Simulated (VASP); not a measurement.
# GW on CuI (Marshite), part 2 of 3

Aim: the quasiparticle gap of CuI (Marshite), and what it costs to get it. The cell is of the zinc-blende type, one of the forms listed for this formula. The start is a cell from a database of measured crystal structures.

VASP 6.6.1, plane waves and PAW; the level of theory is named at each step.

So far, gap on the k-mesh (eV): step 3 (empty bands, k-mesh 4×4×4) 1.11.

The database entry behind the starting cell differs from later determinations by our own check (about 0.15 % long (mineral sample)), so it need not match the best structure at ambient conditions.

### Step 4. G0W0, k-mesh 4×4×4

This step: G0W0 on PBE; plane waves and PAW (Cu_GW, I_GW) (VASP 6.6.1).

G0W0 keeps orbitals and screening fixed and shifts each of the lowest NBANDSGW levels once.

INCAR reads:

```
SYSTEM = CuI
PREC = Accurate
ENCUT = 440
ISMEAR = 0
SIGMA = 0.01
LREAL = .FALSE.
GGA = PE
NBANDS = 128
LASPH = .TRUE.
ALGO = EVGW0
NELMGW = 1
ENCUTGW = 100
NOMEGA = 48
PRECFOCK = Fast
NBANDSGW = 24
LWAVE = .FALSE.
LCHARG = .FALSE.
```

POSCAR reads:

```
CuI
1.0
    0.0000000000      3.0315000000      3.0315000000
    3.0315000000      0.0000000000      3.0315000000
    3.0315000000      3.0315000000      0.0000000000
Cu I
1 1
Direct
    0.2500000000      0.2500000000      0.2500000000
    0.0000000000      0.0000000000      0.0000000000
```

KPOINTS reads:

```
Automatic mesh
0
Gamma
4 4 4
0 0 0
```

PAW data sets: Cu_GW and I_GW (PBE family, release 64).

Run with:

```
> mpirun -np 8 vasp_std
```

What it wrote:

```text
[banner, memory and clock lines left out]
running    8 mpi-ranks, on    1 nodes
 distrk:  each k-point on    8 cores,    1 groups
 distr:  one band on    1 cores,    8 groups

 POSCAR found type information on POSCAR CuI
 POSCAR found :  2 types and       2 ions
 [... a notice as in an earlier step ...]

|                                                                             |
|           W    W    AA    RRRRR   N    N  II  N    N   GGGG   !!!           |
|           W    W   A  A   R    R  NN   N  II  NN   N  G    G  !!!           |
|           W    W  A    A  R    R  N N  N  II  N N  N  G       !!!           |
|           W WW W  AAAAAA  RRRRR   N  N N  II  N  N N  G  GGG   !            |
|           WW  WW  A    A  R   R   N   NN  II  N   NN  G    G                |
|           W    W  A    A  R    R  N    N  II  N    N   GGGG   !!!           |
|                                                                             |
|     The default for ENCUTGWSOFT is different in this version of VASP.       |
|     please manually set ENCUTGWSOFT =100 in the INCAR file.                 |
|                                                                             |

 LDA part: xc-table for (Slater+PW92), standard interpolation
 found WAVECAR, reading the header
 POSCAR, INCAR and KPOINTS ok, starting setup
 FFT: planning ... GRIDC
 FFT: planning ... GRID_SOFT
 FFT: planning ... GRID
 reading WAVECAR
 the WAVECAR file was read successfully
 initial charge from wavefunction
 available memory per node:     64.83 GB, setting MAXMEM to     66385

 The Fermi energy was updated, please check that it is located mid-gap
 values below the HOMO (VB) or above the LUMO (CB) will cause erroneous energies
 E-fermi :   4.5312

 calculate exact exchange contribution
 the WAVEDER file was read successfully
energies w=
    0.000    0.000    0.497    0.000    0.992    0.000    1.482    0.000
    1.967    0.000    2.445    0.000    2.915    0.000    3.377    0.000
    3.830    0.000    4.274    0.000    4.711    0.000    5.140    0.000
    5.564    0.000    5.982    0.000    6.397    0.000    6.809    0.000
    7.221    0.000    7.635    0.000    8.051    0.000    8.472    0.000
    8.900    0.000    9.338    0.000    9.788    0.000   10.254    0.000
   10.738    0.000   11.244    0.000   11.777    0.000   12.342    0.000
   12.946    0.000   13.595    0.000   14.300    0.000   15.070    0.000
   15.921    0.000   16.870    0.000   17.939    0.000   19.159    0.000
   20.568    0.000   22.221    0.000   24.192    0.000   26.589    0.000
   29.570    0.000   33.384    0.000   38.437    0.000   45.443    0.000
   55.790    0.000   72.565    0.000  104.330    0.000  186.884    0.000
 responsefunction array rank=     144
 LDA part: xc-table for (Slater+PW92), standard interpolation

 min. memory requirement per mpi rank    119.0 MB, per node    951.8 MB

 allocating   6 responsefunctions rank=   144
 shmem allocating  48 responsefunctions rank=   144
 response function shared by NCSHMEM nodes    1
 Doing            6  frequencies on each core in blocks of           48
NQ=   1    0.0000    0.0000    0.0000,
|.........|.........|.........|.........|.........|.........|.........|.........
 performed        186000 updates of chi_q(r,r)
 total number of BLAS operations         27.96 Gflops
NQ=   2    0.2500    0.0000    0.0000,
|.........|.........|.........|.........|.........|.........|.........|.........
 performed        544000 updates of chi_q(r,r)
 total number of BLAS operations         77.90 Gflops
NQ=   3    0.5000    0.0000    0.0000,
|.........|.........|.........|.........|.........|.........|.........|.........
 performed        853000 updates of chi_q(r,r)
 total number of BLAS operations        113.52 Gflops
NQ=   4    0.2500    0.2500    0.0000,
|.........|.........|.........|.........|.........|.........|.........|.........
 performed       1211000 updates of chi_q(r,r)
 total number of BLAS operations        164.21 Gflops
NQ=   5    0.5000    0.2500    0.0000,
|.........|.........|.........|.........|.........|.........|.........|.........
 performed       1704000 updates of chi_q(r,r)
 total number of BLAS operations        224.91 Gflops
NQ=   6   -0.2500    0.2500    0.0000,
|.........|.........|.........|.........|.........|.........|.........|.........
 performed       2148000 updates of chi_q(r,r)
 total number of BLAS operations        280.45 Gflops
NQ=   7    0.5000    0.5000    0.0000,
|.........|.........|.........|.........|.........|.........|.........|.........
 performed       2420000 updates of chi_q(r,r)
 total number of BLAS operations        309.76 Gflops
NQ=   8   -0.2500    0.5000    0.2500,
|.........|.........|.........|.........|.........|.........|.........|.........
 performed       2765000 updates of chi_q(r,r)
 total number of BLAS operations        347.00 Gflops
 resolving degeneracies of screened two electron integrals

 calculate QP shifts <psi_nk| G(iteration)W_0 |psi_nk>: iteration 1
 entering main loop
```

Run time: 30 s. Hardware: 8 MPI ranks of Intel Xeon Platinum 8488C (Sapphire Rapids), shared host; peak memory 1.4 GiB; 3.6 min of CPU time.

Parts of OUTCAR (step 4):

```text
The static configuration has the point symmetry T_d .

 Found      8 irreducible k-points:

   k-points           NKPTS =      8   k-points in BZ     NKDIM =     64   number of bands    NBANDS=    128

   NELECT =      18.0000    total number of electrons

 E-fermi :   4.5312

 QP shifts <psi_nk| G(iteration)W_0 |psi_nk>: iteration 1
 for sc-GW calculations column KS-energies equals QP-energies in previous step
 and V_xc(KS)=  KS-energies - (<T + V_ion + V_H > + <T+V_H+V_ion>^1  + <V_x>^1)
 k-point   1 :       0.0000    0.0000    0.0000
  band No.  KS-energies  QP-energies   sigma(KS)   V_xc(KS)     V^pw_x(r,r')   Z            occupation Imag(sigma)
    ...
      6       2.1237       1.3403     -20.1077     -18.8701     -28.3490       0.6329       2.0000       0.2347
      7       3.9765       3.2730     -17.9929     -16.9940     -23.0786       0.7043       2.0000       0.1433
      8       3.9765       3.2730     -17.9929     -16.9940     -23.0786       0.7043       2.0000       0.1433
      9       3.9765       3.2730     -17.9929     -16.9940     -23.0786       0.7043       2.0000       0.1433
     10       5.0859       5.5038      -8.7803      -9.3167      -4.9214       0.7790       0.0000      -0.0867
     11       8.8559       9.1063      -8.9428      -9.2708      -4.7717       0.7632       0.0000      -0.1206
     12       8.8559       9.1063      -8.9428      -9.2708      -4.7717       0.7632       0.0000      -0.1206
     13       8.8559       9.1063      -8.9428      -9.2708      -4.7717       0.7632       0.0000      -0.1206
    ...

 k-point   2 :       0.2500    0.0000    0.0000
  band No.  KS-energies  QP-energies   sigma(KS)   V_xc(KS)     V^pw_x(r,r')   Z            occupation Imag(sigma)
    ...
      6       2.1146       1.3355     -20.0628     -18.8292     -28.3014       0.6316       2.0000       0.2362
      7       2.7012       1.9506     -19.3999     -18.2520     -26.6492       0.6539       2.0000       0.2064
      8       3.6056       2.8682     -17.9896     -16.9305     -23.3992       0.6963       2.0000       0.1535
      9       3.6056       2.8682     -17.9896     -16.9305     -23.3992       0.6963       2.0000       0.1535
     10       6.2247       6.6301      -9.0964      -9.6209      -5.1463       0.7729       0.0000      -0.0966
     11       9.4114       9.6800      -9.1338      -9.4883      -4.9000       0.7579       0.0000      -0.1325
     12       9.4114       9.6800      -9.1338      -9.4883      -4.9000       0.7579       0.0000      -0.1325
     13       9.4484       9.6943      -9.0715      -9.3952      -4.8712       0.7596       0.0000      -0.1377
    ...

 k-point   3 :       0.5000    0.0000    0.0000
  band No.  KS-energies  QP-energies   sigma(KS)   V_xc(KS)     V^pw_x(r,r')   Z            occupation Imag(sigma)
    ...
      6       2.1518       1.3775     -20.1878     -18.9629     -28.4840       0.6320       2.0000       0.2371
      7       2.1963       1.4285     -19.9643     -18.7498     -28.1855       0.6322       2.0000       0.2452
      8       3.2672       2.5014     -17.9582     -16.8452     -23.6622       0.6881       2.0000       0.1638
      9       3.2672       2.5014     -17.9582     -16.8452     -23.6622       0.6881       2.0000       0.1638
     10       6.1126       6.4856      -9.2911      -9.7733      -5.5325       0.7736       0.0000      -0.0939
     11       9.3970       9.6268      -9.1691      -9.4716      -5.1183       0.7597       0.0000      -0.1292
     12       9.3970       9.6268      -9.1691      -9.4716      -5.1183       0.7597       0.0000      -0.1292
     13      11.3674      11.3998      -7.9651      -8.0080      -3.4148       0.7553       0.0000      -0.2214
    ...

[... 7 parts as in an earlier step ...]

[... 5 further parts left out ...]
```

Numbers from this step:

```
quasiparticle gap on the mesh                 : 2.231 eV
smallest direct quasiparticle gap on the mesh : 2.231 eV
gap of the starting orbitals on the mesh      : 1.109 eV
```

GW takes the gap from 1.109 to 2.231 eV. Spin-orbit coupling is left out. The value holds for 128 bands, ENCUTGW = 100 eV and this mesh, and isn't shown to be converged in them.

### Step 5. Ground state, k-mesh 6×6×6

This step: PBE; plane waves and PAW (Cu_GW, I_GW) (VASP 6.6.1).

The orbitals come from a self-consistent PBE run. A small SIGMA keeps every occupation at zero or full.

INCAR reads:

```
SYSTEM = CuI
PREC = Accurate
ENCUT = 440
EDIFF = 1E-08
NELM = 100
ISMEAR = 0
SIGMA = 0.01
LREAL = .FALSE.
ALGO = Normal
GGA = PE
NBANDS = 15
LASPH = .TRUE.
LORBIT = 11
LWAVE = .TRUE.
LCHARG = .FALSE.
KPAR = 8
```

POSCAR is that of step 4.

KPOINTS reads:

```
Automatic mesh
0
Gamma
6 6 6
0 0 0
```

Run with:

```
> mpirun -np 8 vasp_std
```

What it wrote:

```text
[banner, memory and clock lines left out]
running    8 mpi-ranks, on    1 nodes
[...]
[... a notice as in an earlier step ...]

 LDA part: xc-table for (Slater+PW92), standard interpolation
 POSCAR, INCAR and KPOINTS ok, starting setup
[...]
entering main loop
       N       E                     dE             d eps       ncg     rms          rms(c)
DAV:   1     0.107926617835E+03    0.10793E+03   -0.72859E+03   480   0.943E+02
DAV:   2    -0.100132386225E+01   -0.10893E+03   -0.95192E+02   558   0.255E+02
DAV:   3    -0.562681725397E+01   -0.46255E+01   -0.45682E+01   620   0.526E+01
DAV:   4    -0.577891586424E+01   -0.15210E+00   -0.15202E+00   719   0.107E+01
[...]
DAV:  15    -0.557535889502E+01   -0.79564E-07   -0.24771E-08   565   0.282E-03    0.240E-04
DAV:  16    -0.557535892029E+01   -0.25277E-07   -0.87836E-09   457   0.103E-03    0.757E-05
DAV:  17    -0.557535891790E+01    0.23902E-08   -0.18536E-09   352   0.754E-04
   1 F= -.55753589E+01 E0= -.55753589E+01  d E =-.958406E-14
 writing wavefunctions
```

The job ended after 8.2 s (8 MPI ranks; peak memory 1.3 GiB).

Parts of OUTCAR (step 5):

```text
  Total        0.0089847      0.0089847      0.0089847     -0.0000000      0.0000000      0.0000000
  in kB        0.2583504      0.2583504      0.2583504     -0.0000000      0.0000000      0.0000000
  external PRESSURE =       0.2583504 kB  Pullay stress =       0.0000000 kB

 POSITION                                       TOTAL-FORCE (eV/Angst)
 -----------------------------------------------------------------------------------
      1.51575      1.51575      1.51575         0.000000     -0.000000      0.000000
      0.00000      0.00000      0.00000        -0.000000      0.000000     -0.000000
 -----------------------------------------------------------------------------------
    total drift:                                0.000002      0.000002      0.000002

  FREE ENERGIE OF THE ION-ELECTRON SYSTEM (eV)
  ---------------------------------------------------
  free  energy   TOTEN  =        -5.5753589179 eV

  energy  without entropy=       -5.5753589179  energy(sigma->0) =       -5.57535892

[... 1 part as in an earlier step ...]

[... 2 further parts left out ...]
[key lines of the parts left out:]
E-fermi :   4.0126
```

The cell has a gap of 1.11 eV on this mesh. Spin-orbit coupling is left out, which can shift or reorder these edges.

### Step 6. Empty bands, k-mesh 6×6×6

The empty bands are made again, for the run that follows.

INCAR reads:

```
SYSTEM = CuI
PREC = Accurate
ENCUT = 440
ISMEAR = 0
SIGMA = 0.01
LREAL = .FALSE.
GGA = PE
NBANDS = 128
LASPH = .TRUE.
ALGO = Exact
NELM = 1
LWAVE = .TRUE.
LCHARG = .FALSE.
LOPTICS = .TRUE.
NEDOS = 1000
CSHIFT = 0.1
```

POSCAR is that of step 5.

KPOINTS is that of step 5.

Run with:

```
> mpirun -np 8 vasp_std
```

What it wrote:

```text
[... set-up lines as in an earlier step ...]
 entering main loop
       N       E                     dE             d eps       ncg     rms          rms(c)
DIA:   1    -0.557535891819E+01   -0.55754E+01    0.00000E+00     0   0.000E+00
   1 F= -.55753589E+01 E0= -.55753589E+01  d E =-.409465E-48
 writing wavefunctions
 optical routines
 imaginary and real dielectric function
 recalculating local potential from charge density
 direction            1
 direction            2
 direction            3
```

Elapsed: 12 s, on 8 MPI ranks; peak memory 1.6 GiB.

OUTCAR, selected parts (step 6):

```text
  Total        0.0086614      0.0086614      0.0086614     -0.0000000      0.0000000      0.0000000
  in kB        0.2490546      0.2490546      0.2490546     -0.0000000      0.0000000      0.0000000
  external PRESSURE =       0.2490546 kB  Pullay stress =       0.0000000 kB

  FREE ENERGIE OF THE ION-ELECTRON SYSTEM (eV)
  ---------------------------------------------------
  free  energy   TOTEN  =        -5.5753589182 eV

  energy  without entropy=       -5.5753589182  energy(sigma->0) =       -5.57535892

[... 2 parts as in an earlier step ...]

[... 2 further parts left out ...]
[key lines of the parts left out:]
E-fermi :   4.0658
```

### Step 7. G0W0, k-mesh 6×6×6

This step: G0W0 on PBE; plane waves and PAW (Cu_GW, I_GW) (VASP 6.6.1).

The mesh goes to 6×6×6.

INCAR reads:

```
SYSTEM = CuI
PREC = Accurate
ENCUT = 440
ISMEAR = 0
SIGMA = 0.01
LREAL = .FALSE.
GGA = PE
NBANDS = 128
LASPH = .TRUE.
ALGO = EVGW0
NELMGW = 1
ENCUTGW = 100
NOMEGA = 48
PRECFOCK = Fast
NBANDSGW = 24
LWAVE = .FALSE.
LCHARG = .FALSE.
```

POSCAR is that of step 6.

KPOINTS is that of step 6.

Run with:

```
> mpirun -np 8 vasp_std
```

What it wrote:

```text
[banner, memory and clock lines left out]
running    8 mpi-ranks, on    1 nodes
[...]
[... a notice as in an earlier step ...]

 [... a notice as in an earlier step ...]

 LDA part: xc-table for (Slater+PW92), standard interpolation
 found WAVECAR, reading the header
 POSCAR, INCAR and KPOINTS ok, starting setup
[...]
reading WAVECAR
 the WAVECAR file was read successfully
 initial charge from wavefunction
 available memory per node:     59.96 GB, setting MAXMEM to     61403

 The Fermi energy was updated, please check that it is located mid-gap
 values below the HOMO (VB) or above the LUMO (CB) will cause erroneous energies
 E-fermi :   4.5210

 calculate exact exchange contribution
 the WAVEDER file was read successfully
energies w=
    0.000    0.000    0.477    0.000    0.952    0.000    1.423    0.000
    1.888    0.000    2.347    0.000    2.798    0.000    3.241    0.000
    3.676    0.000    4.102    0.000    4.521    0.000    4.934    0.000
[...]
total number of BLAS operations       1687.33 Gflops
NQ=  12   -0.3333    0.3333    0.0000,
|.........|.........|.........|.........|.........|.........|.........|.........
 performed      13951000 updates of chi_q(r,r)
 total number of BLAS operations       1843.38 Gflops
NQ=  13    0.5000    0.5000    0.0000,
|.........|.........|.........|.........|.........|.........|.........|.........
 performed      14696000 updates of chi_q(r,r)
 total number of BLAS operations       1923.61 Gflops
NQ=  14    0.5000    0.3333    0.1667,
|.........|.........|.........|.........|.........|.........|.........|.........
 performed      16387000 updates of chi_q(r,r)
 total number of BLAS operations       2131.67 Gflops
NQ=  15   -0.3333    0.3333    0.1667,
|.........|.........|.........|.........|.........|.........|.........|.........
 performed      17980000 updates of chi_q(r,r)
 total number of BLAS operations       2321.37 Gflops
NQ=  16   -0.3333    0.5000    0.1667,
|.........|.........|.........|.........|.........|.........|.........|.........
 performed      19296000 updates of chi_q(r,r)
 total number of BLAS operations       2483.34 Gflops
 resolving degeneracies of screened two electron integrals

 calculate QP shifts <psi_nk| G(iteration)W_0 |psi_nk>: iteration 1
 entering main loop
```

Wall time 2.9 min (8 MPI ranks); peak memory 2.5 GiB.

OUTCAR, selected parts (step 7):

```text
 QP shifts <psi_nk| G(iteration)W_0 |psi_nk>: iteration 1
 for sc-GW calculations column KS-energies equals QP-energies in previous step
 and V_xc(KS)=  KS-energies - (<T + V_ion + V_H > + <T+V_H+V_ion>^1  + <V_x>^1)
 k-point   1 :       0.0000    0.0000    0.0000
  band No.  KS-energies  QP-energies   sigma(KS)   V_xc(KS)     V^pw_x(r,r')   Z            occupation Imag(sigma)
    ...
      6       2.1170       1.3102     -20.1429     -18.8732     -28.3566       0.6355       2.0000       0.2214
      7       3.9648       3.2386     -18.0224     -17.0007     -22.9810       0.7108       2.0000       0.1297
      8       3.9648       3.2386     -18.0224     -17.0007     -22.9810       0.7108       2.0000       0.1297
      9       3.9648       3.2386     -18.0224     -17.0007     -22.9810       0.7108       2.0000       0.1297
     10       5.0771       5.5133      -8.7673      -9.3204      -5.1192       0.7887       0.0000      -0.0661
     11       8.8508       9.1346      -8.9057      -9.2746      -4.8207       0.7692       0.0000      -0.1054
     12       8.8508       9.1346      -8.9057      -9.2746      -4.8207       0.7692       0.0000      -0.1054
     13       8.8508       9.1346      -8.9057      -9.2746      -4.8207       0.7692       0.0000      -0.1054
    ...

[... 1 part as in an earlier step ...]

[... 2 further parts left out ...]
[key lines of the parts left out:]
E-fermi :   4.5210
```

The gap is now 2.275 eV, +44 meV against the GW run before. Spin-orbit coupling is left out.

### Step 8. Ground state, k-mesh 8×8×8

This step: PBE; plane waves and PAW (Cu_GW, I_GW) (VASP 6.6.1).

Many-body steps start from the orbitals of a self-consistent run, here PBE. A small SIGMA keeps every occupation at zero or full.

INCAR reads:

```
SYSTEM = CuI
PREC = Accurate
ENCUT = 440
EDIFF = 1E-08
NELM = 100
ISMEAR = 0
SIGMA = 0.01
LREAL = .FALSE.
ALGO = Normal
GGA = PE
NBANDS = 15
LASPH = .TRUE.
LORBIT = 11
LWAVE = .TRUE.
LCHARG = .FALSE.
KPAR = 8
```

POSCAR is that of step 7.

KPOINTS reads:

```
Automatic mesh
0
Gamma
8 8 8
0 0 0
```

Run with:

```
> mpirun -np 8 vasp_std
```

What it wrote:

```text
[... set-up lines as in an earlier step ...]
 entering main loop
       N       E                     dE             d eps       ncg     rms          rms(c)
DAV:   1     0.104125891428E+03    0.10413E+03   -0.71708E+03   878   0.938E+02
DAV:   2    -0.854598589854E+00   -0.10498E+03   -0.90562E+02   954   0.251E+02
DAV:   3    -0.560626060584E+01   -0.47517E+01   -0.46753E+01  1157   0.541E+01
DAV:   4    -0.578190738848E+01   -0.17565E+00   -0.17555E+00  1284   0.116E+01
[...]
DAV:  15    -0.557768664032E+01   -0.90047E-07   -0.28862E-08  1157   0.324E-03    0.245E-04
DAV:  16    -0.557768666853E+01   -0.28204E-07   -0.78212E-09   806   0.106E-03    0.735E-05
DAV:  17    -0.557768666712E+01    0.14111E-08   -0.16432E-09   638   0.729E-04
   1 F= -.55776867E+01 E0= -.55776867E+01  d E =-.116401E-11
 writing wavefunctions
```

It took 9.2 s on 8 MPI ranks; peak memory 1.5 GiB; 53 s of CPU time.

OUTCAR, selected parts (step 8):

```text
  Total        0.0038194      0.0038194      0.0038194      0.0000000      0.0000000      0.0000000
  in kB        0.1098266      0.1098266      0.1098266      0.0000000      0.0000000      0.0000000
  external PRESSURE =       0.1098266 kB  Pullay stress =       0.0000000 kB

  FREE ENERGIE OF THE ION-ELECTRON SYSTEM (eV)
  ---------------------------------------------------
  free  energy   TOTEN  =        -5.5776866671 eV

  energy  without entropy=       -5.5776866671  energy(sigma->0) =       -5.57768667

[... 2 parts as in an earlier step ...]

[... 2 further parts left out ...]
[key lines of the parts left out:]
E-fermi :   4.0046
```

The cell has a gap of 1.11 eV on this mesh. Spin-orbit coupling is left out, which can shift or reorder these edges.

[end of part 2 of 3]

[Lines on the potential files, build, host, timing and source positions are cut from VASP's logs without a mark.]

[Logs are printed without paths, hosts, clocks, repeated set-up lines and the standing remarks that a program may print on its own settings, such as how far it seeks lower states.]

[Hosts, paths, dates, database ids (printed as entryN), source tags and the programs' standing remarks are cut or masked in the printed files.]

[Pressures printed for these runs are not shown converged in the cutoff: they can be off by several GPa and have the wrong sign.]
